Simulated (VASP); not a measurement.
# ZnSnAs$_{2}$ (space group P-4m2): computed properties

Method: PBEsol GGA, VASP's PBE PAW potentials (set 64) (plane waves; VASP).

```json
{
  "space_group": "P-4m2 (115)",
  "cell": "a = b = 4.156 Å, c = 5.792 Å, α = β = γ = 90.00°",
  "volume_per_atom": "25.01 Å^3/atom",
  "band gap (over mesh and band path)": "none (metal, semimetal or under 0.01 eV)",
  "density": "5.54 g/cm³"
}
```

```cif
data_As2SnZn
_chemical_formula_sum 'Zn1 Sn1 As2'
_space_group_name_H-M_alt 'P 1'
_space_group_IT_number 1
_cell_length_a 4.15618
_cell_length_b 4.15618
_cell_length_c 5.79174
_cell_angle_alpha 90.000
_cell_angle_beta 90.000
_cell_angle_gamma 90.000
loop_
_space_group_symop_operation_xyz
  'x, y, z'
loop_
_atom_site_label
_atom_site_type_symbol
_atom_site_fract_x
_atom_site_fract_y
_atom_site_fract_z
_atom_site_occupancy
Zn1 Zn 0.00000 0.00000 0.00000 1
Sn1 Sn 0.50000 0.50000 0.50000 1
As1 As 0.00000 0.50000 0.22249 1
As2 As 0.50000 0.00000 0.77751 1
```

Unless said otherwise, spin-orbit coupling is left out, though it shifts the bands of the heavy elements here.

The structure comes from a computed database's ZnSnAs2 entry (P-4m2); how it stands against other phases isn't given here. It was relaxed first. Symmetry was kept, so distortions that lower it aren't found.
